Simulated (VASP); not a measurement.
Output of a VASP run:

### OSZICAR
```
       N       E                     dE             d eps       ncg     rms          rms(c)
DAV:   1     0.670592225867E+02    0.67059E+02   -0.93326E+03   754   0.167E+03
DAV:   2    -0.213581248967E+02   -0.88417E+02   -0.85059E+02   809   0.288E+02
DAV:   3    -0.270768895382E+02   -0.57188E+01   -0.56934E+01   934   0.729E+01
DAV:   4    -0.271272251339E+02   -0.50336E-01   -0.50327E-01   809   0.734E+00
DAV:   5    -0.271274644929E+02   -0.23936E-03   -0.23935E-03   879   0.484E-01    0.567E+00
DAV:   6    -0.243303474250E+02    0.27971E+01   -0.18730E+00   869   0.438E+01    0.525E+00
DAV:   7    -0.242796933903E+02    0.50654E-01   -0.47922E-01   754   0.145E+01    0.240E+00
DAV:   8    -0.243325917795E+02   -0.52898E-01   -0.14875E-01   764   0.438E+00    0.633E-01
DAV:   9    -0.243033912175E+02    0.29201E-01   -0.15469E-01   754   0.392E+00    0.181E-01
DAV:  10    -0.243664725045E+02   -0.63081E-01   -0.56251E-02   754   0.235E+00    0.971E-02
DAV:  11    -0.243677041357E+02   -0.12316E-02   -0.15136E-03   874   0.513E-01    0.590E-02
DAV:  12    -0.243673036411E+02    0.40049E-03   -0.25086E-04   840   0.264E-01    0.235E-02
DAV:  13    -0.243676799576E+02   -0.37632E-03   -0.33897E-04   759   0.218E-01    0.109E-02
DAV:  14    -0.243677086064E+02   -0.28649E-04   -0.27694E-05   784   0.599E-02    0.418E-03
DAV:  15    -0.243677112246E+02   -0.26182E-05   -0.39014E-06   881   0.438E-02    0.196E-03
DAV:  16    -0.243677132527E+02   -0.20281E-05   -0.97858E-07   789   0.121E-02    0.267E-03
DAV:  17    -0.243677132248E+02    0.27954E-07   -0.42044E-07   794   0.142E-02
   1 F= -.24367713E+02 E0= -.24367713E+02  d E =-.228835E-13
```

### OUTCAR
```
------------------------ aborting loop because EDIFF is reached ----------------------------------------
  FORCE on cell =-STRESS in cart. coord.  units (eV):
  Direction    XX          YY          ZZ          XY          YZ          ZX
  --------------------------------------------------------------------------------------
  Total        0.6268135      0.6268135      0.6268135      0.0000000      0.0000000     -0.0000000
  in kB       23.0211648     23.0211648     23.0211648      0.0000000      0.0000000     -0.0000000
  external PRESSURE =      23.0211648 kB  Pullay stress =       0.0000000 kB
  volume of cell :       43.62
      direct lattice vectors                 reciprocal lattice vectors
     0.000000000  2.794026612  2.794026612    -0.178953199  0.178953199  0.178953199
     2.794026612  0.000000000  2.794026612     0.178953199 -0.178953199  0.178953199
     2.794026612  2.794026612  0.000000000     0.178953199  0.178953199 -0.178953199
  FREE ENERGIE OF THE ION-ELECTRON SYSTEM (eV)
  ---------------------------------------------------
  free  energy   TOTEN  =       -24.3677132248 eV

  energy  without entropy=      -24.3677132248  energy(sigma->0) =      -24.36771322
```
(Selected blocks of OUTCAR.)

POSCAR:
```
ZnSe
1
    0.0000000000     2.7940266116     2.7940266116
    2.7940266116     0.0000000000     2.7940266116
    2.7940266116     2.7940266116     0.0000000000
Zn Se
1 1
Direct
  0.0000000000   0.0000000000   0.0000000000
  0.2500000000   0.2500000000   0.2500000000
```

Task: Reconstruct the remaining input files.

Result: Several could match; the one computed here: the input of the run itself, r2SCAN+rVV10, plane waves, VASP's PBE PAW potentials (set 64).

**INCAR**
```
SYSTEM = ZnSe
PREC = Accurate
ENCUT = 520
EDIFF = 1E-7
NELM = 100
ALGO = Normal
LREAL = .FALSE.
LASPH = .TRUE.
ISMEAR = 0
SIGMA = 0.05
METAGGA = R2SCAN
LUSE_VDW = .TRUE.
BPARAM = 11.95
CPARAM = 0.0093
LMIXTAU = .TRUE.
LMAXMIX = 4
LWAVE = .FALSE.
LCHARG = .FALSE.
ISIF = 2
```

**KPOINTS**
```
Automatic mesh
0
Gamma
8 8 8
0 0 0
```

POTCAR, in this order: Zn Se (PBE.64 set). Program: vasp_std.

The compound is ZnSe in the zinc blende structure. This cell is one point of a volume scan, at 0.97 of the reference volume.
